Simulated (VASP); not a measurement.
Input for VASP

**POSCAR**
```
C
1
    1.2300000000    -2.1304220000     0.0000000000
    1.2300000000     2.1304220000     0.0000000000
    0.0000000000     0.0000000000     6.7100000000
C
4
Direct
  0.0000000000   0.0000000000   0.2500000000
  0.0000000000   0.0000000000   0.7500000000
  0.3333330000   0.6666670000   0.2500000000
  0.6666670000   0.3333330000   0.7500000000
```

INCAR:
```
SYSTEM = C
PREC = Accurate
ENCUT = 520
EDIFF = 1E-6
NELM = 100
ALGO = Normal
LREAL = .FALSE.
LASPH = .TRUE.
ISMEAR = 1
SIGMA = 0.1
GGA = PE
LWAVE = .FALSE.
LCHARG = .FALSE.
ISIF = 2
```

### KPOINTS
```
Automatic mesh
0
Monkhorst-Pack
11 10 2
0 0 0
```

POTCAR, in this order: C (PBE.64 set). Program: vasp_std.

Q: One choice in this input is risky. Which, and does it do harm here?

A: The risk: the mesh has unequal divisions along equivalent axes and breaks the lattice's symmetry. Here it does no harm: the run (PBE GGA, plane waves, VASP's PBE PAW potentials (set 64)) converges to the same energy and pressure as with the safe setting.
**OSZICAR**
```
       N       E                     dE             d eps       ncg     rms          rms(c)
DAV:   1     0.466983833087E+02    0.46698E+02   -0.82860E+03  1328   0.123E+03
DAV:   2    -0.355273810204E+02   -0.82226E+02   -0.75245E+02  1812   0.231E+02
DAV:   3    -0.392003453897E+02   -0.36730E+01   -0.36369E+01  1712   0.491E+01
DAV:   4    -0.392519532644E+02   -0.51608E-01   -0.51561E-01  1612   0.641E+00
DAV:   5    -0.392532364860E+02   -0.12832E-02   -0.12824E-02  1664   0.956E-01    0.900E+00
DAV:   6    -0.374191055235E+02    0.18341E+01   -0.18036E+00  1548   0.937E+00    0.527E+00
DAV:   7    -0.368376152458E+02    0.58149E+00   -0.20011E+00  1584   0.997E+00    0.142E+00
DAV:   8    -0.368448679780E+02   -0.72527E-02   -0.60013E-02  1572   0.169E+00    0.107E-01
DAV:   9    -0.368447724892E+02    0.95489E-04   -0.12594E-03  1660   0.294E-01    0.575E-02
DAV:  10    -0.368449689668E+02   -0.19648E-03   -0.26129E-04  1644   0.141E-01    0.313E-02
DAV:  11    -0.368449667880E+02    0.21788E-05   -0.25485E-06  1472   0.146E-02    0.368E-03
DAV:  12    -0.368449669205E+02   -0.13248E-06   -0.48373E-07  1220   0.634E-03
   1 F= -.36844967E+02 E0= -.36845005E+02  d E =0.114979E-03
```

The compound is C in the graphite structure. The cell was not relaxed at this level.
